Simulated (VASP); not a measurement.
# Co: surface energy and work function by face, part 3 of 5

Aim: compare the low-index faces of Co at one level of theory.

VASP 6.6.1; PBE, spin-polarised from a ferromagnetic start; plane waves and PAW (Co).

Still holding for the runs below: The magnetic state follows from one typed start and may not be the lowest.

So far. Step 3 (The bulk reference, job self-consistent run, k-mesh …): The run ends at a pressure of 0.34 GPa. Step 4 (Surface relaxation, 8 atoms, face Co(0001)): The run ended after 5 ionic steps, 0.027 eV below its first step, once the forces on the free atoms met EDIFFG = -0.03.

**5. Potential and states of the slab, 8 atoms, face Co(0001)**

A static run writes the electrostatic potential without exchange and correlation (LVHAR), which is flat in the vacuum and gives the level to count from. The dipole correction cancels the field that unlike faces would set up across the vacuum.

INCAR

```
SYSTEM = Co
PREC = Normal
ENCUT = 320
EDIFF = 1E-06
NELM = 120
ISMEAR = 1
SIGMA = 0.15
LREAL = .FALSE.
ALGO = Fast
GGA = PE
NBANDS = 58
ISPIN = 2
MAGMOM = 2 2 2 2 2 2 2 2
LASPH = .TRUE.
LMAXMIX = 4
LORBIT = 11
LWAVE = .FALSE.
LCHARG = .TRUE.
KPAR = 4
IDIPOL = 3
LDIPOL = .TRUE.
DIPOL = 0.5 0.5 0.5
LVHAR = .TRUE.
LVACPOTAV = .TRUE.
NEDOS = 1500
```

POSCAR

```
Co
1.0
    2.4880051214      0.0000000000      0.0000000000
    1.2440025607      2.1546756399      0.0000000000
    0.0000000000      0.0000000000     29.0861885504
Co
8
Direct
    0.6666666700      0.6666666700      0.2587571865
    0.0000000000      0.0000000000      0.3259164569
    0.6666666700      0.6666666700      0.3966365085
    0.0000000000      0.0000000000      0.4651489153
    0.6666666700      0.6666666700      0.5348510847
    0.0000000000      0.0000000000      0.6033634915
    0.6666666700      0.6666666700      0.6740835431
    0.0000000000      0.0000000000      0.7412428135
```

KPOINTS

```
Automatic mesh
0
Gamma
15 15 1
0 0 0
```

The projector-augmented-wave data sets are Co (PBE family, release 64).

Command:

```bash
> mpirun -np 4 vasp_std
```

The program printed:

```text
[... set-up lines as in an earlier step ...]
 entering main loop
       N       E                     dE             d eps       ncg     rms          rms(c)
DAV:   1     0.464526237729E+03    0.46453E+03   -0.23864E+04  6352   0.105E+03
DAV:   2    -0.236914944489E+02   -0.48822E+03   -0.45087E+03  6274   0.271E+02
DAV:   3    -0.622123635684E+02   -0.38521E+02   -0.35299E+02  6734   0.104E+02
DAV:   4    -0.629183338234E+02   -0.70597E+00   -0.70423E+00  6928   0.160E+01
DAV:   5    -0.629412057224E+02   -0.22872E-01   -0.22871E-01  9480   0.188E+00    0.293E+01
RMM:   6    -0.824673747452E+02   -0.19526E+02   -0.68084E+01  7144   0.571E+01    0.531E+01
RMM:   7    -0.982916455286E+02   -0.15824E+02   -0.14369E+01  7367   0.217E+01    0.640E+01
RMM:   8    -0.665914019593E+02    0.31700E+02   -0.81380E+00  7019   0.185E+01    0.468E+01
RMM:   9    -0.569974706146E+02    0.95939E+01   -0.10566E+01  7211   0.223E+01    0.294E+01
RMM:  10    -0.624861554461E+02   -0.54887E+01   -0.38129E+00  7116   0.123E+01    0.439E+01
RMM:  11    -0.552755782280E+02    0.72106E+01   -0.41878E+00  7277   0.139E+01    0.233E+01
RMM:  12    -0.541332295668E+02    0.11423E+01   -0.77660E-01  6895   0.545E+00    0.181E+01
RMM:  13    -0.530964783796E+02    0.10368E+01   -0.42629E-01  7034   0.408E+00    0.948E+00
RMM:  14    -0.532748796791E+02   -0.17840E+00   -0.19202E-01  6976   0.236E+00    0.696E+00
RMM:  15    -0.539673272864E+02   -0.69245E+00   -0.23922E-01  7141   0.222E+00    0.674E+00
RMM:  16    -0.544368711611E+02   -0.46954E+00   -0.72130E-01  8092   0.370E+00    0.455E+00
RMM:  17    -0.544281746123E+02    0.86965E-02   -0.11617E-01  7127   0.149E+00    0.380E+00
RMM:  18    -0.544680030327E+02   -0.39828E-01   -0.29487E-02  7039   0.838E-01    0.332E+00
RMM:  19    -0.544688718123E+02   -0.86878E-03   -0.12065E-02  7155   0.456E-01    0.270E+00
RMM:  20    -0.544718860849E+02   -0.30143E-02   -0.14526E-02  7485   0.485E-01    0.187E+00
RMM:  21    -0.544940488163E+02   -0.22163E-01   -0.17534E-03  7149   0.225E-01    0.180E+00
RMM:  22    -0.544991449889E+02   -0.50962E-02   -0.34787E-04  7386   0.909E-02    0.184E+00
RMM:  23    -0.545013765388E+02   -0.22315E-02   -0.96345E-05  7865   0.440E-02    0.182E+00
RMM:  24    -0.545255770641E+02   -0.24201E-01   -0.18935E-03  8769   0.167E-01    0.162E+00
RMM:  25    -0.546155652749E+02   -0.89988E-01   -0.26998E-02 10883   0.513E-01    0.980E-01
RMM:  26    -0.546736080515E+02   -0.58043E-01   -0.18852E-02 10720   0.445E-01    0.659E-01
RMM:  27    -0.547201310624E+02   -0.46523E-01   -0.77627E-03  9742   0.264E-01    0.424E-01
RMM:  28    -0.548013235635E+02   -0.81193E-01   -0.84462E-03 10114   0.272E-01    0.314E-01
RMM:  29    -0.548307679647E+02   -0.29444E-01   -0.10018E-03  8148   0.131E-01    0.293E-01
RMM:  30    -0.548776197754E+02   -0.46852E-01   -0.18071E-03  8539   0.130E-01    0.271E-01
RMM:  31    -0.549167181986E+02   -0.39098E-01   -0.11436E-03  8474   0.155E-01    0.191E-01
RMM:  32    -0.549318872150E+02   -0.15169E-01   -0.29988E-04  7615   0.825E-02    0.143E-01
RMM:  33    -0.549396321541E+02   -0.77449E-02   -0.14355E-04  7479   0.599E-02    0.106E-01
RMM:  34    -0.549497844694E+02   -0.10152E-01   -0.15468E-04  7631   0.545E-02    0.127E-01
RMM:  35    -0.549527471329E+02   -0.29627E-02   -0.58117E-05  7459   0.355E-02    0.996E-02
RMM:  36    -0.549533957992E+02   -0.64867E-03   -0.15063E-05  7106   0.198E-02    0.726E-02
RMM:  37    -0.549538091692E+02   -0.41337E-03   -0.27929E-05  7524   0.215E-02    0.386E-02
RMM:  38    -0.549539020248E+02   -0.92856E-04   -0.77215E-06  6825   0.127E-02    0.256E-02
RMM:  39    -0.549539258594E+02   -0.23835E-04   -0.35699E-06  6106   0.916E-03    0.111E-02
RMM:  40    -0.549539431919E+02   -0.17333E-04   -0.10165E-06  4936   0.582E-03    0.932E-03
RMM:  41    -0.549539561319E+02   -0.12940E-04   -0.63136E-07  4794   0.480E-03    0.674E-03
RMM:  42    -0.549539611501E+02   -0.50182E-05   -0.31410E-07  4606   0.311E-03    0.337E-03
RMM:  43    -0.549539658992E+02   -0.47490E-05   -0.26223E-07  4737   0.309E-03    0.176E-03
RMM:  44    -0.549539665852E+02   -0.68601E-06   -0.93211E-08  4508   0.188E-03
 -----------------------------------------------------------------------------
|                                                                             |
|           W    W    AA    RRRRR   N    N  II  N    N   GGGG   !!!           |
|           W    W   A  A   R    R  NN   N  II  NN   N  G    G  !!!           |
|           W    W  A    A  R    R  N N  N  II  N N  N  G       !!!           |
|           W WW W  AAAAAA  RRRRR   N  N N  II  N  N N  G  GGG   !            |
|           WW  WW  A    A  R   R   N   NN  II  N   NN  G    G                |
|           W    W  A    A  R    R  N    N  II  N    N   GGGG   !!!           |
|                                                                             |
|     Did not find any points to average over, which means that no vacuum     |
|     field-free region was found. Please increase the size of  your cell     |
|     in the dimension of the dipole correction to obtain accurate            |
|     workfunction values.                                                    |
|                                                                             |
 -----------------------------------------------------------------------------

   1 F= -.54953967E+02 E0= -.54954797E+02  d E =0.249196E-02  mag=    13.1067
```

Wall time 97 s (4 MPI ranks of AMD EPYC 7R13 (Zen 3), shared host); peak memory 1 GiB; 6.4 min of CPU time.

Parts of OUTCAR (step 5):

```text
   NELECT =      72.0000    total number of electrons

 dipolmoment           0.000000      0.000000      0.000000 electrons x Angstroem

 E-fermi :   3.6178

 spin component 1
 k-point     1 :       0.0000    0.0000    0.0000
  band No.  band energies     occupation
    ...
     44       2.7138      1.00000
     45       2.7138      1.00000
     46       2.7654      1.00000
     47       2.7654      1.00000
     48       3.4016      1.03017
     49       3.7211      0.04393
     50       8.1544      0.00000
     51       8.4165      0.00000
     52       9.4469      0.00000
     53      10.3660      0.00000
    ...

 k-point     2 :       0.0667    0.0000    0.0000
  band No.  band energies     occupation
    ...
     43       2.6710      1.00000
     44       2.7254      1.00000
     45       2.7793      1.00000
     46       2.7825      1.00000
     47       3.2295      1.00077
     48       3.9500     -0.00376
     49       4.3390     -0.00000
     50       8.2987      0.00000
     51       8.5528      0.00000
     52       9.5848      0.00000
    ...

  Total       -1.1032372     -1.1032372     -0.3471311      0.0000000      0.0000000      0.0000000
  in kB      -11.3359913    -11.3359913     -3.5668436      0.0000000      0.0000000      0.0000000
  external PRESSURE =      -8.7462754 kB  Pullay stress =       0.0000000 kB

 POSITION                                       TOTAL-FORCE (eV/Angst)
 -----------------------------------------------------------------------------------
      2.48801      1.43645      7.52626         0.000000     -0.000000      0.023782
      0.00000      0.00000      9.47967        -0.000000     -0.000000      0.015233
      2.48801      1.43645     11.53664        -0.000000     -0.000000     -0.026108
      0.00000      0.00000     13.52941        -0.000000     -0.000000     -0.012845
      2.48801      1.43645     15.55678        -0.000000      0.000000      0.012845
      0.00000      0.00000     17.54954         0.000000      0.000000      0.026108
      2.48801      1.43645     19.60652         0.000000      0.000000     -0.015233
      0.00000      0.00000     21.55993         0.000000      0.000000     -0.023782
 -----------------------------------------------------------------------------------
    total drift:                                0.000001      0.000001     -0.000002

  FREE ENERGIE OF THE ION-ELECTRON SYSTEM (eV)
  ---------------------------------------------------
  free  energy   TOTEN  =       -54.9539665852 eV

  energy  without entropy=      -54.9564585470  energy(sigma->0) =      -54.95479724

 vacuum level on the upper side and lower side of the slab         8.524         8.524

 magnetization (x)
# of ion       s       p       d       tot
------------------------------------------
    1       -0.011  -0.042   1.780   1.727
    2       -0.015  -0.055   1.732   1.661
    3       -0.015  -0.055   1.693   1.622
    4       -0.015  -0.056   1.694   1.622
    5       -0.015  -0.056   1.694   1.622
    6       -0.015  -0.055   1.693   1.622
    7       -0.015  -0.055   1.732   1.661
    8       -0.011  -0.042   1.780   1.727
--------------------------------------------------
tot         -0.114  -0.417  13.795  13.264

[... 8 parts as in an earlier step ...]

[... 14 further parts left out ...]
```

This step gave:

| Property | Result |
| --- | --- |
| electronic cycles | 44 |
| Fermi energy | 3.618 eV |
| dipole moment | 0, 0, 0 e·Å |
| vacuum levels | 8.541, 8.541 eV |
| work functions of the upper and lower face | 4.924, 4.924 eV |

The planar average of the electrostatic potential oscillates, so the rows of the table below give means over windows of 2.04 Å about each position, cut where the curve ends. Its maxima inside the range that stand out by 2 % of the span (Å: eV): 8.5: -1.42, 10.5: -0.623, 12.5: -1.04, 14.5: -0.705, 16.6: -1.04, 18.6: -0.623, 20.6: -1.42. Its minima: 7.5: -22.2, 9.4: -22.2, 11.6: -22.1, 13.5: -22.3, 15.6: -22.3, 17.5: -22.1, 19.7: -22.2, 21.6: -22.2.

Zero at the Fermi level. Table of planar average of the electrostatic potential by height; means over each step:

```
height (Å)  planar average of the electrostatic potential (eV)
      1.02                                                4.92
      3.06                                                4.92
      5.10                                                4.66
      7.14                                               -9.11
      9.18                                               -10.5
     11.22                                               -10.2
     13.26                                               -10.3
     15.30                                               -10.2
     17.34                                               -10.3
     19.38                                               -10.2
     21.42                                               -10.3
     23.46                                                3.91
     25.50                                                4.92
     27.54                                                4.92
```

Density of states in the PAW spheres, an atom over height of the layer and energy from the Fermi level.

Values in states/eV, 22 rows by 8 columns, each cell a mean:
```
1.17 0.95 0.83 0.87 0.87 0.83 0.95 1.17
0.86 0.65 0.88 0.77 0.77 0.88 0.65 0.86
1.30 1.20 1.30 1.32 1.32 1.30 1.20 1.30
2.83 2.91 3.03 3.19 3.19 3.03 2.91 2.83
2.88 2.33 2.21 2.16 2.16 2.21 2.33 2.88
2.10 1.67 1.62 1.54 1.54 1.62 1.67 2.10
1.64 1.40 1.78 1.67 1.67 1.78 1.40 1.64
2.55 2.23 2.19 2.28 2.28 2.19 2.23 2.55
2.02 1.89 1.82 1.86 1.86 1.82 1.89 2.02
1.07 1.43 1.38 1.35 1.35 1.38 1.43 1.07
1.15 1.39 1.43 1.35 1.35 1.43 1.39 1.15
0.86 1.16 1.04 1.09 1.09 1.04 1.16 0.86
0.73 1.11 0.97 1.01 1.01 0.97 1.11 0.73
0.54 0.87 0.70 0.71 0.71 0.70 0.87 0.54
0.29 0.49 0.47 0.47 0.47 0.47 0.49 0.29
0.16 0.20 0.20 0.22 0.22 0.20 0.20 0.16
0.11 0.15 0.16 0.13 0.13 0.16 0.15 0.11
0.08 0.11 0.10 0.12 0.12 0.10 0.11 0.08
0.08 0.12 0.10 0.09 0.09 0.10 0.12 0.08
0.05 0.08 0.08 0.10 0.10 0.08 0.08 0.05
0.05 0.09 0.06 0.06 0.06 0.06 0.09 0.05
0.03 0.07 0.06 0.07 0.07 0.06 0.07 0.03
```
Columns: height of the layer (Å) from 7.5 to 21.6; rows upwards: energy from the Fermi level (eV) from -7.9 to 0.5.

Spin density in the ca plane at fractional y = 0.000, with atoms of Co within 0.2 Å of it.

Ten even steps from '0' (0.0 e/Å³) to '9' (2.5 e/Å³), each cell a mean:
```
00000015741000000047510000000475100000000000
00000002320000000013200000000132000000000000
00000000000000000000000000000000000000000000
00110000000000100000000001000000000000000000
00000000000000000000000000000000000000000000
00000001110000000011100000000011000000000000
00000004630000000036410000000364100000000000
00000016961000000159610000001697200000000000
```
Columns run along c (16.0 Å, from fractional 0.36 to 0.91 of the cell), rows up along a (2.5 Å). Atoms in or near the plane, at fractional coordinates: Co at (0.47, 0.00), Co at (0.60, 0.00), Co at (0.74, 0.00).

Valence density in the ca plane at fractional y = 0.000, with atoms of Co within 0.2 Å of it. It is the smooth field of the valence electrons, not physical close to the nuclei.

Ten steps, logarithmic in the rise over the least value, from '0' (0.0 e/Å³) to '9' (8.5 e/Å³), each cell a mean:
```
33333358985333333589863333335898621000000000
33333346764333333467643333334677421000000000
33443334443334433344433344433444311000000000
34554333333345543333333355433333210000000000
34554333333335543333333355433333210000000000
33443345653334433356543334333566321000000000
33333358985333333579853333335798521000000000
33333369996333333689963333335899621000000000
```
Columns run along c (16.0 Å, from fractional 0.36 to 0.91 of the cell), rows up along a (2.5 Å). Atoms in or near the plane, at fractional coordinates: Co at (0.47, 0.00), Co at (0.60, 0.00), Co at (0.74, 0.00).

The map of layer states is cut here 0.5 eV above the Fermi level, so it leaves out the states above that.

The vacuum level lies 4.92 eV above the Fermi level at the upper face; both faces agree, as the slab has next to no dipole.

The program found no field-free point at its default tolerance, and its printed vacuum level lies off the flat part of the planar average, by -0.02 eV at the upper face; the levels here are read from the flat part.

On this mesh the fine structure of the density of states is sampling noise, and high empty states may be cut by the number of bands.

(Part 3 of 5 ends here.)

[Lines on the potential files, build, host, timing and source positions are cut from VASP's logs without a mark.]

[Logs are printed without paths, hosts, clocks, repeated set-up lines and the standing remarks that a program may print on its own settings, such as how far it seeks lower states.]

[Hosts, paths, dates, database ids (printed as entryN), source tags and the programs' standing remarks are cut or masked in the printed files.]

[Runs that stopped without an error message from VASP are left out.]
